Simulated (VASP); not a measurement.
A convergence study with VASP on SiC (zinc blende): one setting is varied, all else stays as given below, so the limit is that of these other settings. ε∞ is the independent-particle value.

```yaml
crystal:
  lattice:
    - [0.00000, 2.18000, 2.18000]
    - [2.18000, 0.00000, 2.18000]
    - [2.18000, 2.18000, 0.00000]
  atoms:
    - { symbol: Si, position: [0.00000, 0.00000, 0.00000] }
    - { symbol: C, position: [0.25000, 0.25000, 0.25000] }
```

Calculation: PBEsol GGA, VASP's PBE PAW potentials (set 64) (plane waves; VASP). The tightest run used: 700 eV cut-off, 9×9×9 Γ-centred mesh, Gaussian smearing of 0.050 eV, potentials Si C.

Question: The settings run are NBANDS = 5; NBANDS = 6; NBANDS = 8; NBANDS = 12; NBANDS = 20; NBANDS = 36; NBANDS = 68; NBANDS = 132. From which on does the mean ε∞ stay within 0.3  of the tightest run?

Answer: From NBANDS = 8 on: it is off by 0.22 there and by no more than 0.3 in any finer run, while NBANDS = 6 is off by 1.01.
| setting | mean ε∞ | bands | difference judged () |
|---|---|---|---|
| NBANDS = 5 | 5.07 | 5 | 2.38 |
| NBANDS = 6 | 6.44 | 6 | 1.01 |
| NBANDS = 8 | 7.23 | 8 | 0.22 |
| NBANDS = 12 | 7.40 | 12 | 0.05 |
| NBANDS = 20 | 7.43 | 20 | 0.01 |
| NBANDS = 36 | 7.44 | 36 | 0.00 |
| NBANDS = 68 | 7.45 | 68 | 0.00 |
| NBANDS = 132 | 7.45 | 132 | 0.00 |

Left out are rungs that failed or repeat a setting and relaxations that didn't move; long series are thinned to 24 rows.

The compound is SiC in the zinc blende structure. The cell was not relaxed at this level.
